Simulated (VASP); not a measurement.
Energy against volume of Mg3Sb2 (a-la2o3). Computed with PBE GGA, VASP's PBE PAW potentials (set 64) (plane waves; VASP 6.6.1). Settings: 520 eV cut-off, 6×6×3 Γ-centred mesh, Gaussian smearing of 0.050 eV, potentials Mg Sb.

Shape and ions are relaxed at each volume.

| V (Å³/atom) | E (eV/atom) |
|---|---|
| 25.817 | -2.92023 |
| 26.615 | -2.92362 |
| 27.414 | -2.92070 |
| 28.212 | -2.91239 |

Fit these four points and predict the energy of the run at 25.018 Å³/atom.

A cubic in V^(−2/3), the third-order Birch-Murnaghan form, passes through the four points with V0 = 26.62 Å³/atom and B0 = 42 GPa, and gives -2.9095 eV/atom there. The run gave -2.9094 eV/atom, +0.0 meV/atom from the fit; all five points give B0 = 42 GPa.

The compound is Mg3Sb2 in the a-la2o3 structure. It was relaxed first.
